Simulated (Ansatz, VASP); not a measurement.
Ga2Te2O in VASP and in Ansatz

```
Ga Te O
1.0
     4.77661    0.00000    0.00000
    -2.38830    4.13666    0.00000
     0.00000    0.00000    7.44016
Ga Te O
2 2 1
Direct
  0.33333 0.66667 0.50000
  0.66667 0.33333 0.50000
  0.00000 0.00000 0.27351
  0.00000 0.00000 0.72649
  0.00000 0.00000 0.00000
```

Alike in both runs: functional PBE; k mesh 6 × 6 × 4; occupations gaussian, width 0.1 eV; no spin polarisation.

Ansatz relaxed the structure, and its values are those at the end. VASP's run is a single point on that final structure, the one shown.

|  | VASP | Ansatz |
| --- | --- | --- |
| version | VASP 6.6.1 | Ansatz 0.2.0 |
| potentials or method | VASP PAW PBE potentials, release 64 (Ga_d, Te, O) | scalar-relativistic, plane waves, PAW |
| plane-wave cutoff (eV) | 520 | 420 |
| valence electrons in the cell | 44 | 64 |

|  | VASP | Ansatz | Ansatz less VASP |
| --- | --- | --- | --- |
| gap on the k mesh at the Fermi level (eV) | none | none | - |
| pressure (GPa) | -0.4 | -0.3 | +0.06 |
| rms of the force components (eV/Å) | 0.005 | 0.008 | +0.0022 |

A gap of «none» marks a metal or a gap that the smearing closes. The two sets of potentials don't hold the same shells in valence.

The runs have no spin-orbit coupling, so splittings on Te are missing.
